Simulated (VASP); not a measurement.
The input files of a VASP run:

File KPOINTS:
```
Automatic mesh
0
Gamma
12 12 7
0 0 0
```

**INCAR**
```
EDIFFG = -0.01   # ionic stop
LMAXMIX = 4
NELM = 100   # most electronic steps
LASPH = .TRUE.
LCHARG = .FALSE.
SYSTEM = Tl
LWAVE = .FALSE.
PREC = Accurate
ENCUT = 520
ISMEAR = 1
IBRION = 2   # conjugate gradients
SIGMA = 0.1   # width (eV)
ALGO = Normal   # blocked Davidson
GGA = PS
ISIF = 4
EDIFF = 1E-7
NSW = 30   # most ionic steps
LREAL = .FALSE.
```

File POSCAR:
```
Tl
1
    1.7511648161    -3.0331065365     0.0000000000
    1.7511648161     3.0331065365     0.0000000000
    0.0000000000     0.0000000000     5.6719270786
Tl
2
Direct
  0.3333330000   0.6666670000   0.2500000000
  0.6666670000   0.3333330000   0.7500000000
```

POTCAR, in this order: Tl_d (PBE.64 set). Program: vasp_std.

Question: Write an equivalent input for Quantum ESPRESSO's pw.x.

Answer: One equivalent input (not run):
```
&CONTROL
  calculation = 'vc-relax'
  pseudo_dir = './pseudo'
  outdir = './out'
  tprnfor = .true.
  tstress = .true.
  nstep = 30
  forc_conv_thr = 0.00039
/
&SYSTEM
  ibrav = 0
  nat = 2
  ntyp = 1
  ecutwfc = 62
  occupations = 'smearing'
  smearing = 'methfessel-paxton'
  degauss = 0.00735
  input_dft = 'pbesol'
/
&ELECTRONS
  conv_thr = 7.3e-09
  electron_maxstep = 100
/
&IONS
/
&CELL
  cell_dofree = 'shape'
/
ATOMIC_SPECIES
  Tl 204.380 Tl.upf
CELL_PARAMETERS angstrom
     1.7511648   -3.0331065    0.0000000
     1.7511648    3.0331065    0.0000000
     0.0000000    0.0000000    5.6719271
ATOMIC_POSITIONS crystal
  Tl   0.3333330  0.6666670  0.2500000
  Tl   0.6666670  0.3333330  0.7500000
K_POINTS automatic
  12 12 7 0 0 0
```
Limits of the translation: the potentials are each code's own (VASP's PAW set, PseudoDojo norm-conserving files in pw.x), so ENCUT and ecutwfc are chosen apart and not converted; conv_thr bounds pw.x's estimated SCF error, while EDIFF bounds the energy change between steps; forc_conv_thr acts on force components and is met together with etot_conv_thr.

The compound is Tl in the hcp structure. This cell is one point of a volume scan, at 1.06 of the reference volume. Symmetry was kept, so distortions that lower it aren't found.
